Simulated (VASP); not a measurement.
Calculation: PBE GGA, VASP's PBE PAW potentials (set 64) (plane waves; VASP).

Input for VASP

INCAR:
```
SYSTEM = Pb26S28
PREC = Normal; ENCUT = 400; LREAL = Auto
LASPH = .TRUE.; ISYM = 0
EDIFF = 1E-5; NELM = 100; NELMIN = 4
ALGO = Fast; LMAXMIX = 4
ISMEAR = 0; SIGMA = 0.05
GGA = PE
IBRION = 2; NSW = 60; ISIF = 2
EDIFFG = -0.03
LWAVE = .FALSE.; LCHARG = .FALSE.
```

### POSCAR
```
Pb26S28
1
    6.3567971597     3.6700990970    10.3760499606
   -6.3567971597     3.6700990970    10.3760499606
   -0.0000000000    -7.3401981940    10.3760499606
Pb S
26 28
Direct
  0.3268570000   0.3268570000   0.3268570000
  0.3268570000   0.3268570000   0.6601900000
  0.3268570000   0.3268570000   0.9935230000
  0.3268570000   0.6601900000   0.3268570000
  0.3268570000   0.6601900000   0.9935230000
  0.3268570000   0.9935230000   0.3268570000
  0.3268570000   0.9935230000   0.6601900000
  0.3268570000   0.9935230000   0.9935230000
  0.6601900000   0.3268570000   0.3268570000
  0.6601900000   0.3268570000   0.6601900000
  0.6601900000   0.3268570000   0.9935230000
  0.6601900000   0.6601900000   0.3268570000
  0.6601900000   0.6601900000   0.6601900000
  0.6601900000   0.6601900000   0.9935230000
  0.6601900000   0.9935230000   0.3268570000
  0.6601900000   0.9935230000   0.6601900000
  0.6601900000   0.9935230000   0.9935230000
  0.9935230000   0.3268570000   0.3268570000
  0.9935230000   0.3268570000   0.6601900000
  0.9935230000   0.3268570000   0.9935230000
  0.9935230000   0.6601900000   0.3268570000
  0.9935230000   0.6601900000   0.6601900000
  0.9935230000   0.6601900000   0.9935230000
  0.9935230000   0.9935230000   0.3268570000
  0.9935230000   0.9935230000   0.6601900000
  0.9935230000   0.9935230000   0.9935230000
  0.1583460000   0.1583460000   0.1583460000
  0.1583460000   0.1583460000   0.4916790000
  0.1583460000   0.1583460000   0.8250120000
  0.1583460000   0.4916790000   0.1583460000
  0.3272800000   0.6592720000   0.6603050000
  0.1583460000   0.4916790000   0.4916790000
  0.1613700000   0.4913500000   0.8220370000
  0.1583460000   0.8250120000   0.1583460000
  0.1615590000   0.8263050000   0.4908050000
  0.1569540000   0.8299930000   0.8229440000
  0.4916790000   0.1583460000   0.1583460000
  0.4916790000   0.1583460000   0.4916790000
  0.4916790000   0.1583460000   0.8250120000
  0.4916790000   0.4916790000   0.1583460000
  0.4901240000   0.4915690000   0.4912330000
  0.4870270000   0.4948810000   0.8283460000
  0.4916790000   0.8250120000   0.1583460000
  0.4904310000   0.8295920000   0.4927800000
  0.4916790000   0.8250120000   0.8250120000
  0.8250120000   0.1583460000   0.1583460000
  0.8250120000   0.1583460000   0.4916790000
  0.8250120000   0.1583460000   0.8250120000
  0.8250120000   0.4916790000   0.1583460000
  0.8250120000   0.4916790000   0.4916790000
  0.8250120000   0.4916790000   0.8250120000
  0.8250120000   0.8250120000   0.1583460000
  0.8250120000   0.8250120000   0.4916790000
  0.8250120000   0.8250120000   0.8250120000
```

File KPOINTS:
```
Automatic mesh
0
gamma
 1 1 1
```

POTCAR, in this order: Pb S (PBE.64 set). Program: vasp_gam.

**Question.** What will the output report for the number of irreducible k-points (NKPTS), largest plane-wave count, FFT grid (NGX, NGY, NGZ)?

**Answer.** 
```
Property                                       Value
--------------------------------------  ------------
number of irreducible k-points (NKPTS)             1
largest plane-wave count                       13235
FFT grid (NGX, NGY, NGZ)                64 × 64 × 64
```

The cell is a supercell with a defect, built from a database entry that may be metastable or hypothetical: S_Pb. The run is not spin-polarised, so no state with unpaired spins was tried.
